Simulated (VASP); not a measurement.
**SrPb: Ag into a neighbouring Pb vacancy**

Aim: the barrier for one hop in SrPb: Ag into a neighbouring Pb vacancy. The start is a cell from a database of measured crystal structures.

Main program and level: VASP 6.6.1; PBEsol; plane waves and PAW (Pb, Sr_sv), in the first sound run; inputs show where later runs differ.

**1. The host crystal**

The structure is orthorhombic, space group Cmcm (No. 63). Conventional cell: a = 5.018 Å, b = 12.230 Å, c = 4.648 Å, α = 90.00°, β = 90.00°, γ = 90.00°. Nearest to Pb lie 2 Pb at 3.01 Å and 7 Sr at 3.48 to 3.59 Å. Sr has 7 Pb at 3.48 to 3.59 Å nearest. Farther neighbours are not listed.

Coordinates:

```cif
data_structure
_symmetry_space_group_name_H-M 'Cmcm'
_symmetry_Int_Tables_number 63
_cell_length_a 5.0180
_cell_length_b 12.2300
_cell_length_c 4.6480
_cell_angle_alpha 90.000
_cell_angle_beta 90.000
_cell_angle_gamma 90.000
_cell_volume 285.25
loop_
_atom_site_label
_atom_site_type_symbol
_atom_site_symmetry_multiplicity
_atom_site_Wyckoff_symbol
_atom_site_fract_x
_atom_site_fract_y
_atom_site_fract_z
_atom_site_occupancy
Pb1 Pb 4 c 0.50000 0.07800 0.75000 1
Sr1 Sr 4 c 0.50000 0.36800 0.75000 1
```

**2. Relax the host**

The later steps need the crystal at this functional's own lattice; a raised cutoff keeps the stress reliable while the cell changes.

Input file INCAR:

```
SYSTEM = SrPb
PREC = Accurate
ENCUT = 350
EDIFF = 1E-06
NELM = 120
ISMEAR = 0
SIGMA = 0.1
LREAL = .FALSE.
ALGO = Normal
GGA = PS
NBANDS = 20
LORBIT = 11
LWAVE = .FALSE.
LCHARG = .FALSE.
KPAR = 3
IBRION = 2
NSW = 40
ISIF = 3
EDIFFG = -0.02
POTIM = 0.4
```

Input file POSCAR:

```
SrPb
1.0
    2.5090000000     -6.1150000000      0.0000000000
    2.5090000000      6.1150000000      0.0000000000
    0.0000000000      0.0000000000      4.6480000000
Pb Sr
2 2
Direct
    0.4220000000      0.5780000000      0.2500000000
    0.5780000000      0.4220000000      0.7500000000
    0.1320000000      0.8680000000      0.2500000000
    0.8680000000      0.1320000000      0.7500000000
```

Input file KPOINTS:

```
Automatic mesh
0
Gamma
4 4 4
0 0 0
```

The projector-augmented-wave data sets are Pb and Sr_sv (PBE family, release 64).

On the command line:

```sh
> mpirun -np 3 vasp_std
```

What it wrote:

```text
[banner, memory and clock lines left out]
running    3 mpi-ranks, on    1 nodes
 distrk:  each k-point on    1 cores,    3 groups
 distr:  one band on    1 cores,    1 groups

 POSCAR found type information on POSCAR PbSr
 POSCAR found :  2 types and       4 ions
|                                                                             |
|               ----> ADVICE to this user running VASP <----                  |
|                                                                             |
|     You enforced a specific xc type in the INCAR file but a different       |
|     [... a line on the potential file left out ...]
|     I HOPE YOU KNOW WHAT YOU ARE DOING!                                     |
|                                                                             |

 LDA part: xc-table for (Slater+PW92), standard interpolation
 POSCAR, INCAR and KPOINTS ok, starting setup
 FFT: planning ... GRIDC
 FFT: planning ... GRID_SOFT
 FFT: planning ... GRID
 WAVECAR not read
 entering main loop
       N       E                     dE             d eps       ncg     rms          rms(c)
DAV:   1     0.127854445211E+03    0.12785E+03   -0.10060E+04   840   0.871E+02
DAV:   2    -0.139860154432E+01   -0.12925E+03   -0.12631E+03   984   0.216E+02
DAV:   3    -0.136391639194E+02   -0.12241E+02   -0.12139E+02  1420   0.500E+01
DAV:   4    -0.141877622793E+02   -0.54860E+00   -0.54717E+00  1184   0.101E+01
DAV:   5    -0.142085286457E+02   -0.20766E-01   -0.20765E-01  1244   0.163E+00    0.227E+01
DAV:   6    -0.139236525651E+02    0.28488E+00   -0.40153E-01   996   0.275E+00    0.134E+01
DAV:   7    -0.138455813368E+02    0.78071E-01   -0.47586E-01  1048   0.312E+00    0.116E+00
DAV:   8    -0.138434567717E+02    0.21246E-02   -0.78869E-02  1300   0.112E+00    0.439E-01
DAV:   9    -0.138438053192E+02   -0.34855E-03   -0.54071E-03  1108   0.327E-01    0.200E-01
DAV:  10    -0.138437957951E+02    0.95242E-05   -0.13449E-03  1200   0.153E-01    0.369E-02
DAV:  11    -0.138437878757E+02    0.79194E-05   -0.61638E-05  1092   0.413E-02    0.242E-02
DAV:  12    -0.138437884646E+02   -0.58896E-06   -0.13187E-05  1096   0.155E-02    0.193E-02
DAV:  13    -0.138437893261E+02   -0.86144E-06   -0.15187E-06   748   0.712E-03
   1 F= -.13843789E+02 E0= -.13840184E+02  d E =-.138438E+02
 curvature:   0.00 expect dE= 0.000E+00 dE for cont linesearch  0.000E+00
 trial: gam= 0.00000 g(F)=  0.195E-01 g(S)=  0.272E-01 ort = 0.000E+00 (trialstep = 0.100E+01)
 search vector abs. value=  0.467E-01
 bond charge predicted
       N       E                     dE             d eps       ncg     rms          rms(c)
DAV:   1    -0.139141726245E+02   -0.70384E-01   -0.22603E+00   856   0.930E+00    0.162E+00
DAV:   2    -0.138913816731E+02    0.22791E-01   -0.13625E-01  1252   0.200E+00    0.869E-01
DAV:   3    -0.138743272654E+02    0.17054E-01   -0.34750E-02  1388   0.105E+00    0.632E-01
DAV:   4    -0.138744236671E+02   -0.96402E-04   -0.70407E-03  1496   0.293E-01    0.556E-01
DAV:   5    -0.138749149797E+02   -0.49131E-03   -0.14417E-03  1576   0.173E-01    0.248E-01
DAV:   6    -0.138750467008E+02   -0.13172E-03   -0.23870E-04  1496   0.766E-02    0.498E-02
DAV:   7    -0.138750359096E+02    0.10791E-04   -0.61290E-05  1584   0.345E-02    0.273E-02
DAV:   8    -0.138750372678E+02   -0.13583E-05   -0.55588E-06   884   0.996E-03    0.398E-03
DAV:   9    -0.138750371818E+02    0.86066E-07   -0.30835E-07   576   0.307E-03
   2 F= -.13875037E+02 E0= -.13871129E+02  d E =-.312479E-01
[...]
3 F= -.13880130E+02 E0= -.13876094E+02  d E =-.363409E-01
[...]
4 F= -.13887171E+02 E0= -.13883267E+02  d E =-.704081E-02
 trial-energy change:   -0.007041  1 .order   -0.006985   -0.009861   -0.004109
 step:   1.8696(harm=  1.9405)  dis= 0.01337  next Energy=   -13.888526 (dE=-0.840E-02)
 bond charge predicted
       N       E                     dE             d eps       ncg     rms          rms(c)
DAV:   1    -0.138973397116E+02   -0.10170E-01   -0.37282E-01   864   0.379E+00    0.647E-01
DAV:   2    -0.138918052943E+02    0.55344E-02   -0.25836E-02  1244   0.889E-01    0.346E-01
DAV:   3    -0.138883343325E+02    0.34710E-02   -0.73360E-03  1304   0.487E-01    0.250E-01
DAV:   4    -0.138883941317E+02   -0.59799E-04   -0.17164E-03  1488   0.142E-01    0.254E-01
DAV:   5    -0.138885531751E+02   -0.15904E-03   -0.24433E-04  1432   0.692E-02    0.878E-02
DAV:   6    -0.138885892616E+02   -0.36087E-04   -0.53269E-05  1528   0.318E-02    0.304E-02
DAV:   7    -0.138885868217E+02    0.24399E-05   -0.21502E-05  1488   0.188E-02    0.689E-03
DAV:   8    -0.138885872380E+02   -0.41632E-06   -0.29483E-06   904   0.657E-03
   5 F= -.13888587E+02 E0= -.13884773E+02  d E =-.845702E-02
 curvature:  -1.17 expect dE=-0.160E-03 dE for cont linesearch -0.247E-05
 trial: gam=-0.01841 g(F)=  0.117E-04 g(S)=  0.125E-03 ort = 0.149E-03 (trialstep = 0.128E+01)
 search vector abs. value=  0.135E-03
 reached required accuracy - stopping structural energy minimisation
```

Elapsed: 93 s, on 3 MPI ranks of AMD EPYC 7R43, shared host; peak memory 0.63 GiB.

Lines that name or quote the potential files are left out of all logs, and their timing lines are given in words.

From OUTCAR (step 2):

```text
ion  position               nearest neighbor table
   1  0.422  0.578  0.250-   2 3.01   2 3.01   4 3.48   4 3.48   4 3.48   4 3.48   3 3.55   3 3.59
                             3 3.59
   2  0.578  0.422  0.750-   1 3.01   1 3.01   3 3.48   3 3.48   3 3.48   3 3.48   4 3.55   4 3.59
                             4 3.59
   3  0.132  0.868  0.250-   2 3.48   2 3.48   2 3.48   2 3.48   1 3.55   1 3.59   1 3.59   4 3.98
                             4 3.98   4 4.48   4 4.48   4 4.48   4 4.48
   4  0.868  0.132  0.750-   1 3.48   1 3.48   1 3.48   1 3.48   2 3.55   2 3.59   2 3.59   3 3.98
                             3 3.98   3 4.48   3 4.48   3 4.48   3 4.48

  LATTYP: Found a base centered orthorhombic cell.
 ALAT       =     5.0180000000
 B/A-ratio  =     2.4372259864
 C/A-ratio  =     0.9262654444

 Subroutine GETGRP returns: Found  8 space group operations
 (whereof  4 operations were pure point group operations)

The static configuration has the point symmetry C_2h.
 The point group associated with its full space group is D_2h.

 Found     21 irreducible k-points:

   k-points           NKPTS =     21   k-points in BZ     NKDIM =     21   number of bands    NBANDS=     20

   dimension x,y,z NGX =    40 NGY =   40 NGZ =   28
   dimension x,y,z NGXF=    80 NGYF=   80 NGZF=   56

   ENCUT  =  350.0 eV  25.72 Ry    5.07 a.u.  10.08 10.08  7.09*2*pi/ulx,y,z

   NELECT =      28.0000    total number of electrons

 k-points in reciprocal lattice and weights: Automatic mesh
   0.00000000  0.00000000  0.00000000       0.016
   0.25000000  0.00000000  0.00000000       0.062
   0.50000000  0.00000000  0.00000000       0.031
   0.25000000  0.25000000  0.00000000       0.031
   0.50000000  0.25000000  0.00000000       0.062
  -0.25000000  0.25000000  0.00000000       0.031
   0.50000000  0.50000000  0.00000000       0.016
   0.00000000  0.00000000  0.25000000       0.031
   0.25000000  0.00000000  0.25000000       0.125
[...]
-0.25000000  0.25000000  0.50000000       0.031
   0.50000000  0.50000000  0.50000000       0.016

 average (electrostatic) potential at core
       1 -43.5190       2 -43.5190       3 -38.3816       4 -38.3816

 E-fermi :   3.3048

 k-point     1 :       0.0000    0.0000    0.0000
  band No.  band energies     occupation
    ...
     10      -3.6960      2.00000
     11       1.3302      2.00000
     12       2.2044      2.00000
     13       2.2578      2.00000
     14       3.2663      1.41405
     15       4.1720      0.00000
     16       4.4175      0.00000
     17       5.2768      0.00000
     18       5.2852      0.00000
     19       6.0838      0.00000
    ...

 k-point     2 :       0.2500    0.0000    0.0000
  band No.  band energies     occupation
    ...
     10      -3.5930      2.00000
     11       0.5655      2.00000
     12       1.9793      2.00000
     13       1.9982      2.00000
     14       2.6762      2.00000
     15       3.7783      0.00000
     16       4.7665      0.00000
     17       5.4689      0.00000
     18       5.4900      0.00000
     19       5.7926      0.00000
    ...

 k-point     3 :       0.5000    0.0000    0.0000
  band No.  band energies     occupation
    ...
     10      -3.4859      2.00000
     11       0.0645      2.00000
     12       1.4042      2.00000
     13       1.7681      2.00000
     14       2.4431      2.00000
     15       3.8835      0.00000
     16       4.2865      0.00000
     17       5.3439      0.00000
     18       5.8917      0.00000
     19       6.5528      0.00000
    ...

  Total        0.0677463     -0.0786808     -0.0464017      0.0000000      0.0000000      0.0000000
  in kB        0.7556017     -0.8775584     -0.5175363      0.0000000      0.0000000      0.0000000
  external PRESSURE =      -0.2131643 kB  Pullay stress =       0.0000000 kB

  energy-cutoff  :      350.00
  volume of cell :      143.65
      direct lattice vectors                 reciprocal lattice vectors
     2.476301420 -6.065407763  0.000000000     0.201914030 -0.082434689  0.000000000
     2.476301420  6.065407763 -0.000000000     0.201914030  0.082434689 -0.000000000
     0.000000000  0.000000000  4.782003476     0.000000000  0.000000000  0.209117372

 POSITION                                       TOTAL-FORCE (eV/Angst)
 -----------------------------------------------------------------------------------
      2.47630      0.99014      1.19550         0.000000      0.004203     -0.000000
      2.47630     -0.99014      3.58650         0.000000     -0.004203      0.000000
      2.47630      4.45130      1.19550         0.000000     -0.011548      0.000000
      2.47630     -4.45130      3.58650         0.000000      0.011548     -0.000000
 -----------------------------------------------------------------------------------
    total drift:                                0.000000      0.000000     -0.000000

  FREE ENERGIE OF THE ION-ELECTRON SYSTEM (eV)
  ---------------------------------------------------
  free  energy   TOTEN  =       -13.8885872380 eV

  energy  without entropy=      -13.8809583663  energy(sigma->0) =      -13.88477280

 reached required accuracy - stopping structural energy minimisation

 total charge
# of ion       s       p       d       tot
------------------------------------------
    1        1.644   1.839   0.044   3.526
    2        1.644   1.839   0.044   3.526
    3        2.022   5.721   0.204   7.948
    4        2.022   5.721   0.204   7.948
--------------------------------------------------
tot          7.332  15.120   0.497  22.948

[... 3 further parts left out ...]
```

CONTCAR:

```
SrPb
   1.00000000000000
     2.4763014200900799   -6.0654077633150347    0.0000000000000000
     2.4763014200900799    6.0654077633150347   -0.0000000000000000
     0.0000000000000000    0.0000000000000000    4.7820034763371213
  Pb              Sr
     2     2
Direct
     0.4183777197446455    0.5816222802553545    0.2500000000000000
     0.5816222802553545    0.4183777197446455    0.7500000000000000
     0.1330583281487571    0.8669416718512430    0.2500000000000000
     0.8669416718512430    0.1330583281487571    0.7500000000000000
```

The k-mesh is coarse for a metal. The PAW data sets were made with PBE, which is usual practice but a small mismatch for other functionals. The data set Pb keeps the semicore shell frozen, which is cheaper and a little less accurate. The run keeps the 8 symmetry operations of its start, so it cannot find a distortion of lower symmetry.

Step by step:

```tsv
step	energy less that of the first step (eV)	largest force (eV/Å)	pressure (GPa)	volume (Å³)
1	0.0000	0.4837	0.65	142.62
2	-0.0312	0.2282	-0.11	145.03
3	-0.0363	0.0837	-0.54	146.62
4	-0.0434	0.0365	-0.24	144.82
5	-0.0448	0.0115	-0.02	143.65
```

```tsv
conventional cell, symmetrised	before	after	change
a (Å)	5.018	4.953	-1.3 %
b (Å)	12.230	12.131	-0.8 %
c (Å)	4.648	4.782	+2.9 %
volume (Å³/atom)	35.66	35.91	+0.7 %
```

The atoms that moved most (Å, as changes of fractional coordinates times the final cell):

```tsv
atom	dx	dy	dz	length
Pb1	0.000	0.044	0.000	0.044
Pb2	0.000	-0.044	0.000	0.044
Sr3	0.000	-0.013	0.000	0.013
Sr4	0.000	0.013	0.000	0.013
```

The relaxed structure:

```xyz
4
Lattice="2.4763 -6.0654 0.0000 2.4763 6.0654 0.0000 0.0000 0.0000 4.7820" Properties=species:S:1:pos:R:3 pbc="T T T"
Pb    2.4763    0.9901    1.1955
Pb    2.4763   -0.9901    3.5865
Sr    2.4763    4.4513    1.1955
Sr    2.4763   -4.4513    3.5865
```

This step gave:

| Property | Result |
| --- | --- |
| electronic cycles | 46 |
| electrons | 28 |
| free energy (TOTEN) | -13.89 eV |
| energy at zero smearing | -13.88 eV |
| Fermi energy | 3.305 eV |
| labelled metallic, from the levels on this mesh | yes |

The run ended after 5 ionic steps, 0.045 eV below its first step, once forces and stress met EDIFFG = -0.02.

[end of part 1 of 4]

[Lines on the potential files, build, host, timing and source positions are cut from VASP's logs without a mark.]

[Logs are printed without paths, hosts, clocks, repeated set-up lines and the standing remarks that a program may print on its own settings, such as how far it seeks lower states.]

[Hosts, paths, dates, database ids (printed as entryN), source tags and the programs' standing remarks are cut or masked in the printed files.]

[Runs that stopped without an error message from VASP are left out.]
